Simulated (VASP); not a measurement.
Consider the following.

```
Ag
1.0
    2.86936     0.00000     0.00000
   -1.43468     2.48494     0.00000
    0.00000     0.00000     4.75936
Ag
2
Direct
  0.33333   0.66667   0.25000
  0.66667   0.33333   0.75000
```

The numbers are results of SCAN meta-GGA, VASP's PBE PAW potentials (set 64) (plane waves; VASP), not measurements. Numerical set-up: 400 eV cut-off, 16×16×9 Γ-centred mesh, tetrahedra with Blöchl corrections, potentials Ag.

Task: Tabulate the total density of states (states/eV per cell) against energy (eV; zero at the valence-band maximum or, without a gap, the Fermi level).

Result: 
```csv
E (eV),DOS (states/eV)
-9.92,0.00
-9.72,0.00
-9.42,0.00
-9.22,0.00
-9.02,0.00
-8.82,0.00
-8.52,0.00
-8.32,0.00
-8.12,0.00
-7.92,0.06
-7.62,0.13
-7.41,0.16
-7.21,0.21
-7.01,0.26
-6.71,1.49
-6.51,4.64
-6.31,5.91
-6.11,5.28
-5.81,5.46
-5.61,4.30
-5.41,5.56
-5.21,4.30
-4.91,5.93
-4.70,6.18
-4.50,7.08
-4.30,4.78
-4.00,4.75
-3.80,4.91
-3.60,5.55
-3.40,7.69
-3.10,2.75
-2.90,0.48
-2.70,0.46
-2.50,0.41
-2.19,0.41
-1.99,0.42
-1.79,0.43
-1.59,0.42
-1.29,0.43
-1.09,0.45
-0.89,0.46
-0.69,0.48
-0.39,0.50
-0.19,0.52
0.01,0.60
0.21,0.53
0.52,0.51
0.72,0.48
0.92,0.51
1.12,0.49
1.42,0.48
1.62,0.48
1.82,0.50
2.02,0.56
2.32,0.52
2.52,0.47
2.72,0.51
2.92,0.44
3.23,0.37
3.43,0.35
```
Within 2 eV below the Fermi level the largest weight inside VASP's projection spheres is Ag d, then Ag p.

The structure comes from a measured Ag entry (P6_3/mmc) of the Crystallography Open Database, whose conditions weren't checked. It was relaxed first.
